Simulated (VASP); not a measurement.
Computed with PBE GGA, VASP's PBE PAW potentials (set 64) (plane waves; VASP).

The input files of a VASP run:

File KPOINTS:
```
Automatic mesh
0
Gamma
15 15 15
0 0 0
```

**POSCAR**
```
Ir
1
    0.0000000000     1.9200000000     1.9200000000
    1.9200000000     0.0000000000     1.9200000000
    1.9200000000     1.9200000000     0.0000000000
Ir
1
Direct
  0.0000000000   0.0000000000   0.0000000000
```

INCAR:
```
SYSTEM=Ir
PREC=Low; ENCUT=400; LREAL=.False.
LASPH=.True.
EDIFF=1E-6; NELM=100; ALGO=Normal
LMAXMIX=6
ISMEAR=1; SIGMA=0.1
GGA=PE
ISIF=2
LWAVE=.False.; LCHARG=.False.
```

POTCAR, in this order: Ir (PBE.64 set). Program: vasp_std.

Unless said otherwise, spin-orbit coupling is left out, though it shifts the bands of the heavy elements here.

**Question.** Estimate the energy per atom (σ→0), pressure, band gap (on the k-mesh).

**Answer.** 
energy per atom (σ→0): -8.844 eV/atom
band gap (on the k-mesh): none (metal, semimetal or under 0.01 eV)
pressure: 9.31 GPa

### OSZICAR
```
...
DAV:   5    -0.940062591789E+01   -0.11090E-04   -0.11091E-04  2784   0.595E-02    0.152E+01
DAV:   6    -0.894013599334E+01    0.46049E+00   -0.94844E-01  2216   0.135E+01    0.629E+00
DAV:   7    -0.885096507676E+01    0.89171E-01   -0.31867E-01  2488   0.731E+00    0.153E+00
DAV:   8    -0.884590739455E+01    0.50577E-02   -0.18951E-03  2104   0.670E-01    0.667E-01
DAV:   9    -0.884454220210E+01    0.13652E-02   -0.11204E-03  2464   0.547E-01    0.116E-02
DAV:  10    -0.884454843015E+01   -0.62281E-05   -0.46876E-06  2632   0.221E-02    0.747E-03
DAV:  11    -0.884454884783E+01   -0.41768E-06   -0.25193E-07  1624   0.545E-03
   1 F= -.88445488E+01 E0= -.88444295E+01  d E =-.358112E-03
```

The compound is Ir in the fcc structure. The cell was not relaxed at this level. The run is one of a series of settings (PREC = Low against the base run), some of them coarse on purpose.
